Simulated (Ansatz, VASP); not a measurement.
# Cross-check of Mg (Magnesium) between VASP and Ansatz

Wanted: the spread between two codes on one cell, functional and k mesh. The cell is taken from a series of runs on this material, whose earlier steps may have relaxed, scaled, displaced or heated it; both programs get it as it stands.

Calculated with Ansatz 0.2.0; plane waves, with VASP 6.6.1 beside it; zone-centre phonons at PBEsol.

## 1. The starting structure

Symmetry: P6_3/mmc, No. 194, hexagonal system. The conventional cell has a = 3.063 Å, b = 3.063 Å, c = 5.249 Å, α = 90.00°, β = 90.00°, γ = 120.00°. Mg has 12 Mg at 3.06 to 3.16 Å nearest.

As a file:

```
Mg
1.0
     3.06320    0.00000    0.00000
    -1.53160    2.65281    0.00000
     0.00000    0.00000    5.24943
Mg
2
Direct
  0.33333 0.66667 0.25000
  0.66667 0.33333 0.75000
```

## 2. VASP: zone-centre phonons, PBEsol

Second derivatives magnify differences that forces hide, and they need a tight electronic threshold.

Lines of VASP's logs that name or quote its potential files are left out, and so is its time.

The input, INCAR:

```
SYSTEM = Mg
PREC = Accurate
ENCUT = 600
EDIFF = 1E-08
NELM = 120
ISMEAR = 1
SIGMA = 0.2
LREAL = .FALSE.
ALGO = Normal
GGA = PS
NBANDS = 8
LORBIT = 11
LWAVE = .FALSE.
LCHARG = .FALSE.
ISIF = 2
IBRION = 8
LASPH = .TRUE.
GGA_COMPAT = .FALSE.
KPAR = 2
```

The input, POSCAR:

```
Mg
1.0
    3.0631989591      0.0000000000      0.0000000000
   -1.5315994796      2.6528081154      0.0000000000
    0.0000000000      0.0000000000      5.2494263646
Mg
2
Direct
    0.3333333333      0.6666666667      0.2500000000
    0.6666666667      0.3333333333      0.7500000000
```

The input, KPOINTS:

```
Automatic mesh
0
Gamma
15 15 8
0 0 0
```

Potentials, in the order of the species: Mg (PBE family, release 64).

Run with:

```console
mpirun -np 2 vasp_std
```

Numbers of over 12 decimals in the logs are rounded to 6 here.

The log of the run:

```text
[banner, memory and clock lines left out]
running    2 mpi-ranks, on    1 nodes
 distrk:  each k-point on    1 cores,    2 groups
 distr:  one band on    1 cores,    1 groups

 POSCAR found type information on POSCAR Mg
 POSCAR found :  1 types and       2 ions
|                                                                             |
|               ----> ADVICE to this user running VASP <----                  |
|                                                                             |
|     You enforced a specific xc type in the INCAR file but a different       |
|     [... a line on the potential file left out ...]
|     I HOPE YOU KNOW WHAT YOU ARE DOING!                                     |
|                                                                             |

 LDA part: xc-table for (Slater+PW92), standard interpolation
 POSCAR, INCAR and KPOINTS ok, starting setup
 FFT: planning ... GRIDC
 FFT: planning ... GRID_SOFT
 FFT: planning ... GRID
 WAVECAR not read
 entering main loop
       N       E                     dE             d eps       ncg     rms          rms(c)
DAV:   1    -0.531977039251E+00   -0.53198E+00   -0.14448E+03  2160   0.399E+02
DAV:   2    -0.341172571001E+01   -0.28797E+01   -0.28169E+01  2872   0.239E+01
DAV:   3    -0.342940818962E+01   -0.17682E-01   -0.17652E-01  2832   0.242E+00
DAV:   4    -0.342945560811E+01   -0.47418E-04   -0.47418E-04  3152   0.105E-01
DAV:   5    -0.342945576184E+01   -0.15374E-06   -0.15400E-06  2872   0.407E-03    0.949E-01
DAV:   6    -0.341881650818E+01    0.10639E-01   -0.47559E-04  2608   0.161E-01    0.604E-01
DAV:   7    -0.340954050003E+01    0.92760E-02   -0.19107E-03  2352   0.291E-01    0.301E-02
DAV:   8    -0.340954120108E+01   -0.70105E-06   -0.16736E-05  3328   0.276E-02    0.603E-03
DAV:   9    -0.340954100161E+01    0.19947E-06   -0.84339E-07  2544   0.464E-03    0.567E-04
DAV:  10    -0.340954091159E+01    0.90020E-07   -0.38577E-09  3152   0.386E-04    0.107E-04
DAV:  11    -0.340954091537E+01   -0.37807E-08   -0.13239E-10  1584   0.968E-05
   1 F= -.34095409E+01 E0= -.34087520E+01  d E =-.236678E-02
 Linear response reoptimize wavefunctions to high precision
DAV:   1    -0.340954091348E+01    0.18843E-08   -0.44376E-12  2104   0.121E-05
DAV:   2    -0.340954091349E+01   -0.56843E-13   -0.18989E-13  1400   0.299E-06
 Linear response DOF=           2
 Linear response progress:
  Degree of freedom:   1/  2
       N       E                     dE             d eps       ncg     rms          rms(c)
RMM:   1    -0.136587254947E-02   -0.13659E-02   -0.10960E-03 17023   0.193E-01
RMM:   2    -0.137172566933E-02   -0.58531E-05   -0.97797E-06 13948   0.174E-02    0.226E-02
RMM:   3    -0.136421120889E-02    0.75145E-05   -0.44065E-07 14483   0.648E-03    0.144E-02
RMM:   4    -0.137919117147E-02   -0.14980E-04   -0.10631E-06 14058   0.103E-02    0.722E-04
RMM:   5    -0.137967811741E-02   -0.48695E-06   -0.94877E-09 14846   0.471E-04    0.113E-04
RMM:   6    -0.137968332473E-02   -0.52073E-08   -0.27681E-10 14745   0.888E-05    0.141E-05
 first order change of Fermi-energy   0.84532E-06
 force on displaced ion       1 direction 1 :  -0.668  -0.000   0.000
 Linear response progress:
  Degree of freedom:   2/  2
       N       E                     dE             d eps       ncg     rms          rms(c)
RMM:   1    -0.123618041887E-01   -0.12362E-01   -0.59299E-02  6970   0.310E-01
RMM:   2    -0.440708685039E-02    0.79547E-02   -0.13129E-03  4738   0.433E-02    0.301E-02
RMM:   3    -0.425523611818E-02    0.15185E-03   -0.25156E-05  4764   0.140E-02    0.132E-02
RMM:   4    -0.427970380905E-02   -0.24468E-04   -0.94814E-06  4864   0.716E-03    0.518E-03
RMM:   5    -0.427785262351E-02    0.18512E-05   -0.13071E-06  4861   0.413E-03    0.278E-04
RMM:   6    -0.427813283391E-02   -0.28021E-06    0.69203E-07  5008   0.236E-04    0.155E-04
RMM:   7    -0.427849693785E-02   -0.36410E-06    0.10536E-07  5050   0.101E-04    0.656E-06
RMM:   8    -0.427853095957E-02   -0.34022E-07    0.22472E-08  5203   0.107E-05    0.261E-06
RMM:   9    -0.427852754514E-02    0.34144E-08   -0.56468E-09  4907   0.244E-06    0.863E-07
 first order change of Fermi-energy  -0.58960E-05
 force on displaced ion       1 direction 3 :   0.000   0.000  -2.830
 Linear response finished
```

OUTCAR, selected parts (step 2):

```text
ion  position               nearest neighbor table
   1  0.333  0.667  0.250-   2 3.16   2 3.16   2 3.16   2 3.16   2 3.16   2 3.16
   2  0.667  0.333  0.750-   1 3.16   1 3.16   1 3.16   1 3.16   1 3.16   1 3.16

  LATTYP: Found a hexagonal cell.
 ALAT       =     3.0631989591
 C/A-ratio  =     1.7137072827

 Subroutine GETGRP returns: Found 24 space group operations
 (whereof 12 operations were pure point group operations)

The static configuration has the point symmetry D_3d.
 The point group associated with its full space group is D_6h.

 Found    135 irreducible k-points:

   k-points           NKPTS =    135   k-points in BZ     NKDIM =    135   number of bands    NBANDS=      8

   dimension x,y,z NGX =    24 NGY =   24 NGZ =   42
   dimension x,y,z NGXF=    48 NGYF=   48 NGZF=   84

   ENCUT  =  600.0 eV  44.10 Ry    6.64 a.u.   6.12  6.12 10.48*2*pi/ulx,y,z

   NELECT =       4.0000    total number of electrons

 k-points in reciprocal lattice and weights: Automatic mesh
   0.00000000  0.00000000  0.00000000       0.001
   0.06666667 -0.00000000  0.00000000       0.003
   0.13333333 -0.00000000  0.00000000       0.003
   0.20000000 -0.00000000  0.00000000       0.003
   0.26666667 -0.00000000  0.00000000       0.003
   0.33333333 -0.00000000  0.00000000       0.003
   0.40000000 -0.00000000  0.00000000       0.003
   0.46666667 -0.00000000  0.00000000       0.003
   0.06666667  0.06666667  0.00000000       0.003
[...]
0.33333333  0.26666667  0.50000000       0.007
   0.33333333  0.33333333  0.50000000       0.001

 average (electrostatic) potential at core
       1 -38.4180       2 -38.4180

  Total        0.9651993      0.9651993     -0.0086837     -0.0000000      0.0000000      0.0000000
  in kB       36.2522266     36.2522266     -0.3261522     -0.0000000      0.0000000      0.0000000
  external PRESSURE =      24.0594337 kB  Pullay stress =       0.0000000 kB

  energy-cutoff  :      600.00
  volume of cell :       42.66
      direct lattice vectors                 reciprocal lattice vectors
     3.063198959  0.000000000  0.000000000     0.326456105  0.188479520  0.000000000
    -1.531599480  2.652808115  0.000000000     0.000000000  0.376959040  0.000000000
     0.000000000  0.000000000  5.249426365     0.000000000  0.000000000  0.190497005

 POSITION                                       TOTAL-FORCE (eV/Angst)
 -----------------------------------------------------------------------------------
     -0.00000      1.76854      1.31236         0.000000      0.000000      0.000000
      1.53160      0.88427      3.93707        -0.000000     -0.000000      0.000000
 -----------------------------------------------------------------------------------
    total drift:                                0.000000     -0.000000      0.000000

 Eigenvectors and eigenvalues of the dynamical matrix
 ----------------------------------------------------

   1 f  =    7.543675 THz    47.398308 2PiTHz  251.629914 cm-1    31.198119 meV
             X         Y         Z           dx          dy          dz
     -0.000000  1.768539  1.312357     0.000000   -0.000000    0.707107
      1.531599  0.884269  3.937070     0.000000   -0.000000   -0.707107

   2 f  =    3.665981 THz    23.034037 2PiTHz  122.283958 cm-1    15.161272 meV
             X         Y         Z           dx          dy          dz
     -0.000000  1.768539  1.312357     0.606293   -0.363880   -0.000000
      1.531599  0.884269  3.937070    -0.606293    0.363880   -0.000000

   3 f  =    3.665981 THz    23.034037 2PiTHz  122.283958 cm-1    15.161272 meV
             X         Y         Z           dx          dy          dz
     -0.000000  1.768539  1.312357     0.363880    0.606293    0.000000
      1.531599  0.884269  3.937070    -0.363880   -0.606293    0.000000

   4 f  =    0.000000 THz     0.000001 2PiTHz    0.000003 cm-1     0.000000 meV
             X         Y         Z           dx          dy          dz
     -0.000000  1.768539  1.312357    -0.003621    0.072252    0.703396
      1.531599  0.884269  3.937070    -0.003621    0.072252    0.703396

   5 f  =    0.000000 THz     0.000000 2PiTHz    0.000001 cm-1     0.000000 meV
             X         Y         Z           dx          dy          dz
     -0.000000  1.768539  1.312357     0.698673   -0.107894    0.014680
      1.531599  0.884269  3.937070     0.698673   -0.107894    0.014680

   6 f/i=    0.000000 THz     0.000000 2PiTHz    0.000002 cm-1     0.000000 meV
             X         Y         Z           dx          dy          dz
     -0.000000  1.768539  1.312357     0.108828    0.695082   -0.070838
      1.531599  0.884269  3.937070     0.108828    0.695082   -0.070838

 ELASTIC MODULI CONTR FROM IONIC RELAXATION (kBar)
 Direction    XX          YY          ZZ          XY          YZ          ZX
 --------------------------------------------------------------------------------
 XX         -58.8162     58.8162      0.0000      0.0000      0.0000      0.0000
 YY          58.8162    -58.8162     -0.0000      0.0000      0.0000      0.0000
 ZZ           0.0000     -0.0000     -0.0000      0.0000      0.0000     -0.0000
 XY           0.0000      0.0000      0.0000    -58.8162      0.0000     -0.0000
 YZ           0.0000      0.0000      0.0000      0.0000      0.0000      0.0000
 ZX           0.0000      0.0000     -0.0000     -0.0000      0.0000     -0.0000
 --------------------------------------------------------------------------------
```

## 3. Ansatz: zone-centre phonons, PBEsol

Ansatz runs on its PAW soft_1 files.

The same cell, functional, mesh and smearing now go to Ansatz, which takes its cutoff from its data sets.

The input, input.yaml:

```yaml
crystal:
  lattice:
    - [3.0631989591, 0.0, 0.0]
    - [-1.5315994796, 2.6528081154, 0.0]
    - [0.0, 0.0, 5.2494263646]
  atoms:
    - { symbol: Mg, position: [0.3333333333, 0.6666666667, 0.25] }
    - { symbol: Mg, position: [0.6666666667, 0.3333333333, 0.75] }
kpoints:
  mp_grid: { grid: [15, 15, 8] }
hamiltonian:
  xc: pbesol
  pseudopotentials: { kind: paw, azcp: { folder: soft_1 }, xc_functional: pbe }
scf:
  occupations: { method: methfessel_paxton, width: 0.2 }
output:
  eigenvalues: true
phonons:
  method: dfpt
```

Run with:

```console
ansatz run input.yaml --threads 4 --pin off --max-ram 10240MiB --backend cpu --events-out ev --progress --plain --runs-dir out
```

The log of the run:

```text
zone centre: on kpoints.mp_grid the ground state, and the responses unless they are solved on pairs of k-points, stand on 320 of the mesh's 1800 k-points, reduced under 4 symmetry operations, with k and −k counted as one. Each operation leaves every solved displacement unchanged or reverses it
Engine: ansatz 0.2.0, x86_64-unknown-linux-gnu
Pseudopotentials: kind: paw
Pseudopotential: Mg, paw, valence charge 10, recommended cutoff 420 eV (normal), soft_1/Mg.paw.azcp
Functional definition: PBEsol
  exchange = pbesol_x
  correlation = pbesol_c
Crystal: 2 atoms, lattice volume = 42.657 Å³
Basis set: ecut = 420 eV, 845 PW (Γ), exchange–correlation on 48×48×72 points (8 copies of the dense FFT grid, shifted against one another)
Bands: 14, of which v1, the nominal top of the filled ones, is band 10 counted from 1 (9 counted from 0)
Symmetry: 24 space group operations
k-points: 320 of 1800 (irreducible under 4 space group operations, time reversal used)
Non-local potential: Mg, projectors of the file, l = 0: 3, l = 1: 2, l = 2: 1
PAW form: soft (Blöchl's): semilocal exchange-correlation on the pseudo side does not see the compensation charge
PAW frozen core: Mg, regenerated for the run's functional, and the local potential with it (the file was generated under x = pbe(κ = 0.804, μ = 0.219515), c = pbe(β = 0.066725))
PAW one-centre angular grid: Mg, 110 points (default); XC on 64 Gauss nodes
Initial density: superposition of atomic densities (chi_scale 0.1, normalization cell)
Initial wavefunctions: pseudopotential atomic-orbital guess
Functional: x = pbesol(κ = 0.804, μ = 0.123457), c = pbesol(β = 0.046)
SCF iter   1: F=—  HF=-3824.097641 eV  |F-HF|=—  |Δ(HF+E_count)|=         —  Δρ=1.43e-2  dr2=1.11e-1  ethr=3.10e-3  ⟨swp⟩=5.0  Hψ=22428  notcnv=0
preconditioner: auto → Kerker (q_TF=auto, 2.405 Å⁻¹)  [metal: Δε(μ)=0.009 eV  Ē_g=7.263 eV  σ=0.200 eV  W_gap=0.04  n_scr=10 (ndim 8)  ℏωp=11.4 eV  f_vac=0.000  D(μ)=1.10/eV (n_scr^D=2)]
SCF iter   2: F=—  HF=-3824.085481 eV  |F-HF|=—  |Δ(HF+E_count)|=   1.22e-2  S|Δr|=    0.00e0  Δρ=1.01e-2  dr2=5.66e-2  ethr=5.55e-4  ⟨swp⟩=1.0  Hψ=7040  notcnv=0
SCF iter   3: F=—  HF=-3824.066137 eV  |F-HF|=—  |Δ(HF+E_count)|=   1.93e-2  S|Δr|=    0.00e0  Δρ=1.83e-3  dr2=1.02e-3  ethr=2.83e-4  ⟨swp⟩=2.2  Hψ=6423  notcnv=0
SCF iter   4: F=—  HF=-3824.066228 eV  |F-HF|=—  |Δ(HF+E_count)|=   9.10e-5  S|Δr|=    0.00e0  Δρ=3.89e-4  dr2=2.66e-5  ethr=5.08e-6  ⟨swp⟩=2.9  Hψ=7418  notcnv=0
SCF iter   5: F=—  HF=-3824.066172 eV  |F-HF|=—  |Δ(HF+E_count)|=   5.63e-5  S|Δr|=    0.00e0  Δρ=7.11e-5  dr2=2.09e-6  ethr=1.33e-7  ⟨swp⟩=2.0  Hψ=7699  notcnv=0
SCF iter   6: F=—  HF=-3824.066171 eV  |F-HF|=—  |Δ(HF+E_count)|=   5.56e-7  S|Δr|=    0.00e0  Δρ=2.54e-5  dr2=3.37e-7  ethr=1.04e-8  ⟨swp⟩=2.0  Hψ=7050  notcnv=0
SCF iter   7: F=—  HF=-3824.066171 eV  |F-HF|=—  |Δ(HF+E_count)|=   3.80e-8  S|Δr|=    0.00e0  Δρ=3.94e-6  dr2=5.88e-9  ethr=1.69e-9  ⟨swp⟩=1.1  Hψ=4500  notcnv=0
SCF iter   8: F=—  HF=-3824.066171 eV  |F-HF|=—  |Δ(HF+E_count)|=  3.94e-10  S|Δr|=    0.00e0  Δρ=3.81e-7  dr2=5.38e-11  ethr=2.94e-11  ⟨swp⟩=2.0  Hψ=5199  notcnv=0
SCF iter   9: F=-3824.066171 eV  HF=-3824.066171 eV  |F-HF|=1.36e-12  |Δ(HF+E_count)|=  1.23e-11  S|Δr|=    0.00e0  Δρ=8.12e-8  dr2=2.47e-12  ethr=1.00e-12  ⟨swp⟩=5.1  Hψ=16234  notcnv=0
SCF 1 converged in 9 iterations: F = -3824.066171 eV  dr2 = 2.47e-12
  greatest PAW one-centre occupation: 1.000 electrons in one spin orbital (limit 2), on the Mg atom at site 1 (counted from 0), in its partial waves of l = 0
DFPT response loops at Γ: preconditioner auto → Kerker (q_TF=auto, 2.405 Å⁻¹) (partly filled bands, converged f_vac=0.000); β = 1.00, the filter's whole step (`scf.mixing.beta` (0.50) is not read by the response loops under this deck's `scf.mixing.preconditioner`; to damp them name `kerker` or `kerker_dos`, under which they read `scf.mixing.beta`, and type it under 1.00, their step now; both keys bind the ground state too); Broyden in place of MSR1
SCF converged after 9 iterations
Stability not checked: this state was not tested for a lower state beside it, because cold or Methfessel-Paxton smearing, or corrected tetrahedra, fill the levels in a way that the test cannot read (fill_not_monotonic; see scf.lower_state_search)
Free energy (F): -3824.066171 eV
Harris-Foulkes:  -3824.066171 eV  (|F-HF|=1.36e-12)
Internal energy: -3824.063764 eV  (E = F + TS)
E sigma→0 (E₀):  -3824.065569 eV
Entropy (-TS):   -0.002407 eV (-1.203 meV/atom)
Fermi energy:    6.172270 eV
--- Per-component energies (eV) ---
  E_band       = -699.715747
  E_kinetic    = 139.385174
  E_local      = -3370.242161  (includes V_loc(G=0)·N_el)
  E_nonlocal   = 391.865258
  E_hartree    = 1145.598664
  E_xc         = -51.985630
  E_vxc        = -67.385542  (∫ρ·V_xc dr)
  E_paw        = -579.649178  (= ΣΔE_a)
  E_vpaw       = -84.535536  (= ΣTr[D̂ρ^β])
  E_aug_tail   = -0.000300  (compensation charges beyond the density's cutoff)
  E_ewald      = -1499.153316
  E_core_change = 0.117725  (= ΣΔE_core)
  E_smearing   = -0.002407  (= −TS)
  E_closure    = -0.000000  (closes the sum)
  Σ components = -3824.066171   (vs F -3824.066171, Δ=0.00e0)
--- Band table (eV; the first three rows and the last of 320) ---
  k-point 0: bands = [... 6 lower, -36.2757, -36.2757, -1.0673, 4.1000, 4.4398, 17.8489, 18.1298, 18.1298]
  k-point 1: bands = [... 6 lower, -36.2759, -36.2759, -0.9815, 3.0345, 5.6528, 16.5363, 18.1906, 18.1906]
  k-point 2: bands = [... 6 lower, -36.2764, -36.2764, -0.7244, 1.9671, 7.1624, 14.5191, 18.3642, 18.3642]
  k-point 319: bands = [... 6 lower, -36.2898, -36.2898, 3.6911, 3.6911, 8.9338, 8.9338, 10.5590, 10.5590]
--- Phonons (Γ-DFPT): 2 representative perturbations + reference, on 320 of 1800 k-points (Σ response iterations 6) ---
  k mesh reduced under 4 symmetry operations, with k and −k counted as one. Each operation leaves every solved displacement unchanged or reverses it
  ASR residual: 2.355e-5 → 0.000e0 eV/Å²; symmetrization residual: 1.380e-10 eV/Å²
  ASR residual per site (eV/Å²): 2.35e-5 2.35e-5
  Γ frequencies (cm⁻¹): 0.00 0.00 0.00 121.81 121.81 250.61
  non-analytic LO–TO correction: not included (Born effective charges unavailable; polar crystals: no LO–TO splitting at Γ)
```

## 4. Differences

Known differences besides the potentials themselves: the data sets hold 20 valence electrons in Ansatz (on its PAW soft_1 files) and 4 in VASP; the cutoff is 420 eV in Ansatz and 600 eV in VASP; Ansatz makes its cores anew for this functional, VASP keeps those of its PBE data sets. Total energies have different zeros and are not compared.

Compared:

| quantity | Ansatz | VASP | difference |
| --- | --- | --- | --- |
| optical mode 1 to 2 (cm⁻¹) | 121.8 | 122.3 | -0.39 % |
| optical mode 3 (cm⁻¹) | 250.6 | 251.6 | -0.41 % |

Modes are paired by rising frequency, not by their patterns, so a pair may set unlike modes beside each other; they are those without the splitting of longitudinal modes.

## 5. Outcome

```
r.m.s. difference of the optical zone-centre modes, each program's sorted by frequency (zone-centre phonons, PBEsol) : 0.70 cm⁻¹
```

What this shows: The r.m.s. difference of the optical zone-centre modes, each program's sorted by frequency is 0.70 cm⁻¹ (zone-centre phonons, PBEsol). The data sets hold unlike numbers of valence electrons (20 in Ansatz and 4 in VASP), so part of the differences comes from the potentials. Such differences can come from data sets, numerical settings and the points named under the comparisons, not from the functional's error against experiment.

[Lines on the potential files, build, host, timing and source positions are cut from VASP's logs without a mark.]

[Logs are printed without paths, hosts, clocks, repeated set-up lines and the standing remarks that a program may print on its own settings, such as how far it seeks lower states.]

[Hosts, paths, dates, database ids (printed as entryN), source tags and the programs' standing remarks are cut or masked in the printed files.]
